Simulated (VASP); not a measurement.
These are PBE GGA with D4 dispersion, VASP's PBE PAW potentials (set 64) (plane waves; VASP) values and carry that method's errors.

VASP input:

POSCAR:
```
BaTiO3
1
    3.9716734667     0.0000000000     0.0000000000
    0.0000000000     3.9716734667     0.0000000000
    0.0000000000     0.0000000000     3.9716734667
Ba Ti O
1 1 3
Direct
  0.0000000000   0.0000000000   0.0000000000
  0.5000000000   0.5000000000   0.5000000000
  0.5000000000   0.0000000000   0.5000000000
  0.0000000000   0.5000000000   0.5000000000
  0.5000000000   0.5000000000   0.0000000000
```

**KPOINTS**
```
Regular mesh
0
gamma
 6 6 6
```

INCAR:
```
# general
SYSTEM  = BaTiO3
PREC    = Accurate
ENCUT   = 520
LREAL   = .False.
LASPH   = .True.

# electronic loop
EDIFF   = 1E-7
NELM    = 100
ALGO    = Normal
LMAXMIX = 4

# smearing
ISMEAR  = 0
SIGMA   = 0.05

# functional
GGA     = PE
IVDW    = 13

# ions
ISIF    = 2

# output
LWAVE   = .False.
LCHARG  = .False.
```

POTCAR, in this order: Ba_sv Ti_sv O (PBE.64 set). Program: vasp_std.

Output

File OUTCAR:
```
 ion  position               nearest neighbor table
   1  0.000  0.000  0.000-   3 2.81   4 2.81   5 2.81   3 2.81   4 2.81   4 2.81   5 2.81   4 2.81
                             3 2.81   5 2.81   3 2.81   5 2.81   2 3.44   2 3.44   2 3.44   2 3.44
   2  0.500  0.500  0.500-   3 1.99   4 1.99   5 1.99   5 1.99   3 1.99   4 1.99   1 3.44   1 3.44
                             1 3.44   1 3.44   1 3.44   1 3.44   1 3.44   1 3.44
   3  0.500  0.000  0.500-   2 1.99   2 1.99   1 2.81   1 2.81   1 2.81   1 2.81
   4  0.000  0.500  0.500-   2 1.99   2 1.99   1 2.81   1 2.81   1 2.81   1 2.81
   5  0.500  0.500  0.000-   2 1.99   2 1.99   1 2.81   1 2.81   1 2.81   1 2.81
  LATTYP: Found a simple cubic cell.
 ALAT       =     3.9716734667
 Subroutine PRICEL returns:
 Original cell was already a primitive cell.
 Subroutine GETGRP returns: Found 48 space group operations
The static configuration has the point symmetry O_h .
The dynamic configuration has the point symmetry O_h .
 Subroutine INISYM returns: Found 48 space group operations
 Subroutine IBZKPT returns following result:
 Found     20 irreducible k-points:

 Following reciprocal coordinates:
            Coordinates               Weight
  0.000000  0.000000  0.000000      1.000000
  0.166667  0.000000  0.000000      6.000000
  0.333333  0.000000  0.000000      6.000000
  0.500000  0.000000  0.000000      3.000000
  0.166667  0.166667  0.000000     12.000000
  0.333333  0.166667  0.000000     24.000000
  0.500000  0.166667  0.000000     12.000000
  0.333333  0.333333  0.000000     12.000000
  0.500000  0.333333  0.000000     12.000000
  0.500000  0.500000  0.000000      3.000000
  0.166667  0.166667  0.166667      8.000000
  0.333333  0.166667  0.166667     24.000000
  0.500000  0.166667  0.166667     12.000000
  0.333333  0.333333  0.166667     24.000000
  0.500000  0.333333  0.166667     24.000000
  0.500000  0.500000  0.166667      6.000000
  0.333333  0.333333  0.333333      8.000000
  0.500000  0.333333  0.333333     12.000000
  0.500000  0.500000  0.333333      6.000000
  0.500000  0.500000  0.500000      1.000000
   k-points           NKPTS =     20   k-points in BZ     NKDIM =     20   number of bands    NBANDS=     24
   number of dos      NEDOS =    301   number of ions     NIONS =      5
   total plane-waves  NPLWV =  27000
   dimension x,y,z NGX =    30 NGY =   30 NGZ =   30
   dimension x,y,z NGXF=    60 NGYF=   60 NGZF=   60
   ions per type =               1   1   3
   PREC   = accura    normal or accurate (medium, high low for compatibility)
   ISTART =      0    job   : 0-new  1-cont  2-samecut
   ICHARG =      2    charge: 1-file 2-atom 10-const
   ISPIN  =      1    spin polarized calculation?
   LNONCOLLINEAR =      F non collinear calculations
   LSORBIT =      F    spin-orbit coupling
   INIWAV =      1    electr: 0-lowe 1-rand  2-diag
   ENCUT  =  520.0 eV  38.22 Ry    6.18 a.u.   7.38  7.38  7.38*2*pi/ulx,y,z
   NELM   =    100;   NELMIN=  2; NELMDL= -5     # of ELM steps
   EDIFF  = 0.1E-06   stopping-criterion for ELM
   LREAL  =      F    real-space projection
   NLSPLINE    = F    spline interpolate recip. space projectors
   LMAXMIX     =    4 max onsite mixed and CHGCAR
   VOSKOWN=      0    Vosko Wilk Nusair interpolation
   EDIFFG = 0.1E-05   stopping-criterion for IOM
   NSW    =      0    number of steps for IOM
   NBLOCK =      1;   KBLOCK =      1    inner block; outer block
   IBRION =     -1    ionic relax: 0-MD 1-quasi-New 2-CG
   NFREE  =      0    steps in history (QN), initial steepest desc. (CG)
   ISIF   =      2    stress and relaxation
   ISYM   =      2    0-nonsym 1-usesym 2-fastsym
   TEIN   =    0.0    initial temperature
   TEBEG  =    0.0;   TEEND  =   0.0 temperature during run
   SMASS  =  -3.00    Nose mass-parameter (am)
   PSTRESS=    0.0 pullay stress
   NELECT =      40.0000    total number of electrons
   EFERMI =   0.00;   METHOD = LEGACY
   ISMEAR =     0;   SIGMA  =   0.05  broadening in eV -4-tet -1-fermi 0-gaus
...
```

File OSZICAR:
```
       N       E                     dE             d eps       ncg     rms          rms(c)
DAV:   1     0.457051437674E+03    0.45705E+03   -0.21502E+04   968   0.183E+03
DAV:   2    -0.571079766111E+01   -0.46276E+03   -0.45565E+03  1216   0.488E+02
DAV:   3    -0.489186924485E+02   -0.43208E+02   -0.42290E+02  1456   0.142E+02
DAV:   4    -0.507571530097E+02   -0.18385E+01   -0.18376E+01  1328   0.271E+01
DAV:   5    -0.508236127250E+02   -0.66460E-01   -0.66457E-01  1344   0.370E+00    0.240E+01
DAV:   6    -0.399984502400E+02    0.10825E+02   -0.72792E+01  1432   0.782E+01    0.101E+01
DAV:   7    -0.400349372847E+02   -0.36487E-01   -0.10789E+01  1232   0.242E+01    0.659E+00
DAV:   8    -0.398998625964E+02    0.13507E+00   -0.11685E+00  1232   0.106E+01    0.252E+00
DAV:   9    -0.399185233521E+02   -0.18661E-01   -0.20478E-01  1224   0.326E+00    0.102E+00
DAV:  10    -0.399125108653E+02    0.60125E-02   -0.81440E-02  1288   0.252E+00    0.557E-01
DAV:  11    -0.399094367883E+02    0.30741E-02   -0.26386E-02  1344   0.125E+00    0.130E-01
DAV:  12    -0.399092520867E+02    0.18470E-03   -0.45516E-03  1160   0.647E-01    0.102E-01
DAV:  13    -0.399091628430E+02    0.89244E-04   -0.33679E-04  1208   0.147E-01    0.232E-02
DAV:  14    -0.399091660421E+02   -0.31991E-05   -0.31936E-05  1272   0.440E-02    0.250E-02
DAV:  15    -0.399091629082E+02    0.31339E-05   -0.57604E-06  1200   0.250E-02    0.148E-02
DAV:  16    -0.399091599062E+02    0.30020E-05   -0.11917E-05  1384   0.255E-02    0.223E-03
DAV:  17    -0.399091599790E+02   -0.72784E-07   -0.39092E-07   952   0.541E-03
   1 F= -.41014228E+02 E0= -.41014228E+02  d E =-.298645E-26
```

File OUTCAR:
```
------------------------ aborting loop because EDIFF is reached ----------------------------------------
  Edisp (eV):   -1.10507
  FORCE on cell =-STRESS in cart. coord.  units (eV):
  Direction    XX          YY          ZZ          XY          YZ          ZX
  --------------------------------------------------------------------------------------
  Total       2.03583     2.03583     2.03583     0.00000     0.00000     0.00000
  in kB      52.06329    52.06329    52.06329     0.00000     0.00000     0.00000
  external pressure =       52.06 kB  Pullay stress =        0.00 kB
  volume of cell :       62.65
      direct lattice vectors                 reciprocal lattice vectors
     3.971673467  0.000000000  0.000000000     0.251783035  0.000000000  0.000000000
     0.000000000  3.971673467  0.000000000     0.000000000  0.251783035  0.000000000
     0.000000000  0.000000000  3.971673467     0.000000000  0.000000000  0.251783035
 POSITION                                       TOTAL-FORCE (eV/Angst)
 -----------------------------------------------------------------------------------
      0.00000      0.00000      0.00000         0.000000      0.000000      0.000000
      1.98584      1.98584      1.98584         0.000000      0.000000      0.000000
      1.98584      0.00000      1.98584         0.000000      0.000000      0.000000
      0.00000      1.98584      1.98584         0.000000      0.000000      0.000000
      1.98584      1.98584      0.00000         0.000000      0.000000      0.000000
 -----------------------------------------------------------------------------------
    total drift:                                0.000000      0.000000     -0.000000
  FREE ENERGIE OF THE ION-ELECTRON SYSTEM (eV)
  ---------------------------------------------------
  free  energy   TOTEN  =       -41.0142283775 eV

  energy  without entropy=      -41.0142283775  energy(sigma->0) =      -41.01422838
```
(Selected blocks of OUTCAR.)

**OUTCAR**
```
 val. band max:        4.0155899431   @ k =   0.5000   0.5000   0.5000

 cond. band min:       5.8048807380   @ k =   0.0000   0.0000   0.0000


 Fermi energy:         4.3803927946

 k-point     1 :       0.0000    0.0000    0.0000
  band No.  band energies     occupation
      1     -52.5262      2.00000
      2     -28.7501      2.00000
      3     -28.7501      2.00000
      4     -28.7501      2.00000
      5     -20.7466      2.00000
      6     -12.9303      2.00000
      7     -12.2598      2.00000
      8     -12.2598      2.00000
      9      -5.9305      2.00000
     10      -5.9305      2.00000
     11      -5.9305      2.00000
     12       1.7276      2.00000
     13       1.7276      2.00000
     14       1.7276      2.00000
     15       2.8869      2.00000
     16       2.8869      2.00000
     17       2.8869      2.00000
     18       3.8918      2.00000
     19       3.8918      2.00000
     20       3.8918      2.00000
     21       5.8049      0.00000
     22       5.8049      0.00000
     23       5.8049      0.00000
     24       8.0763      0.00000

 k-point     2 :       0.1667    0.0000    0.0000
  band No.  band energies     occupation
      1     -52.5259      2.00000
      2     -28.7649      2.00000
      3     -28.7496      2.00000
      4     -28.7496      2.00000
      5     -20.7134      2.00000
      6     -12.9590      2.00000
      7     -12.2497      2.00000
      8     -12.2259      2.00000
      9      -5.8865      2.00000
     10      -5.8865      2.00000
     11      -5.8129      2.00000
     12       1.2694      2.00000
     13       1.6382      2.00000
     14       1.6382      2.00000
     15       2.5924      2.00000
     16       2.5924      2.00000
     17       2.6382      2.00000
     18       3.2495      2.00000
     19       3.7015      2.00000
     20       3.7015      2.00000
     21       5.8457      0.00000
     22       6.3474      0.00000
     23       6.3474      0.00000
     24       8.0796      0.00000
...
```

Unless said otherwise, spin-orbit coupling is left out, though it shifts the bands of the heavy elements here.

The compound is BaTiO3 in the cubic perovskite structure, the ideal cubic form; the compound distorts at low or room temperature. This cell is one point of a volume scan, at 0.97 of the reference volume.
